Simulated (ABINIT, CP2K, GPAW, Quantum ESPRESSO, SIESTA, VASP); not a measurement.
# One calculation of Cd2S, 6 ways

```
CELL_PARAMETERS angstrom
3.96267 0.00000 0.00000
-1.98134 3.43177 0.00000
0.00000 0.00000 5.80919
ATOMIC_POSITIONS crystal
Cd 0.33333 0.66667 0.93272
Cd 0.66667 0.33333 0.57873
S 0.33333 0.66667 0.36571
```

The cell comes from a database or a generator and needn't be the stable form of this composition.

Alike in all runs: task single point; functional PBE; k mesh 8 × 8 × 5; occupations fermi-dirac, width 0.05 eV; no spin polarisation; no spin-orbit coupling. Pressure is positive in compression and, in plane waves, holds the error of the finite cutoff.

```
                                                                                   program and potentials  plane-wave cutoff (eV)                                                     notes  pressure (GPa)  largest force (eV/Å)
SIESTA, files PseudoDojo sr-pbe-0.4.1-standard, DZP (energy shift 0.003 Ry; two zetas on semicore shells)                       -  atomic basis; 15.33 valence electrons an atom on average           -0.59                 0.094
                                                                Quantum ESPRESSO, SSSP 1.3 efficiency PBE                     816                   10 valence electrons an atom on average           -0.15                 0.054
                                                                        VASP, PBE PAW files Cd, S, 520 eV                     520                   10 valence electrons an atom on average            0.14                 0.053
                              CP2K, POTENTIAL_UZH Cd GTH-PBE-q12, S GTH-PBE-q6; TZVP-MOLOPT-PBE-GTH basis                       -     atomic basis; 10 valence electrons an atom on average            0.19                 0.052
                                                               GPAW, GPAW PAW data sets (gpaw-data 1.2.1)                     600                   10 valence electrons an atom on average           -0.39                 0.072
                                                                                 ABINIT, JTH PAW PBE v2.0                     599                   10 valence electrons an atom on average           -0.12                 0.070
```

Force on atom 2 (Cd), eV/Å:

```json
{"program and potentials": "SIESTA, files PseudoDojo sr-pbe-0.4.1-standard, DZP (energy shift 0.003 Ry; two zetas on semicore shells)", "x": "0.000", "y": "0.000", "z": "-0.094"}
{"program and potentials": "Quantum ESPRESSO, SSSP 1.3 efficiency PBE", "x": "0.000", "y": "0.000", "z": "-0.054"}
{"program and potentials": "VASP, PBE PAW files Cd, S, 520 eV", "x": "0.000", "y": "0.000", "z": "-0.053"}
{"program and potentials": "CP2K, POTENTIAL_UZH Cd GTH-PBE-q12, S GTH-PBE-q6; TZVP-MOLOPT-PBE-GTH basis", "x": "0.000", "y": "0.000", "z": "-0.052"}
{"program and potentials": "GPAW, GPAW PAW data sets (gpaw-data 1.2.1)", "x": "0.000", "y": "0.000", "z": "-0.072"}
{"program and potentials": "ABINIT, JTH PAW PBE v2.0", "x": "0.000", "y": "0.000", "z": "-0.070"}
```

The pressure spans -0.59 (SIESTA, files PseudoDojo sr-pbe-0.4.1-standard, DZP (energy shift 0.003 Ry; two zetas on semicore shells)) to 0.19 GPa (CP2K, POTENTIAL_UZH Cd GTH-PBE-q12, S GTH-PBE-q6; TZVP-MOLOPT-PBE-GTH basis). Rows in atomic bases carry the error of their basis and grid, which can be large.

Differences between rows come from potentials, basis sets and numerical settings, since the functional is the same but for its coding. Runs on potential files found faulty are left out.
